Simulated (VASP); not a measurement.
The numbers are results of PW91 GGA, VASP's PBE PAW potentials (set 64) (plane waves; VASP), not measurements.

A VASP calculation is set up with these files.

**POSCAR**
```
MgI2
1
    2.0815725337    -3.6053889508     0.0000000000
    2.0815725337     3.6053889508     0.0000000000
    0.0000000000     0.0000000000     7.6238033644
Mg I
1 2
Direct
  0.0000000000   1.0000000000   0.0000000000
  0.3333330000   0.6666670000   0.2172600835
  0.6666670000   0.3333330000   0.7827399165
```

### INCAR
```
# general
SYSTEM   =  MgI2
PREC     =  Accurate
ENCUT    =  520
LREAL    =  .FALSE.
LASPH    =  .TRUE.

# electronic loop
EDIFF    =  1E-7
NELM     =  100
ALGO     =  Normal
LMAXMIX  =  4

# smearing
ISMEAR   =  0
SIGMA    =  0.05

# functional
GGA      =  91

# ions
IBRION   =  2
NSW      =  30
ISIF     =  4
EDIFFG   =  -0.01

# output
LWAVE    =  .FALSE.
LCHARG   =  .FALSE.
```

**KPOINTS**
```
kpoints
0
gamma
6 6 3
```

POTCAR, in this order: Mg I (PBE.64 set). Program: vasp_std.

### Question
What will the output report for the number of irreducible k-points (NKPTS), largest plane-wave count, number of space-group operations, FFT grid (NGX, NGY, NGZ)?

### Answer

```
Item                                           Value
--------------------------------------  ------------
number of irreducible k-points (NKPTS)            17
largest plane-wave count                        3120
number of space-group operations                  12
FFT grid (NGX, NGY, NGZ)                32 × 32 × 60
```

The compound is MgI2 in the 1T layered structure. This cell is one point of a volume scan, at 0.97 of the reference volume. Symmetry was kept, so distortions that lower it aren't found.
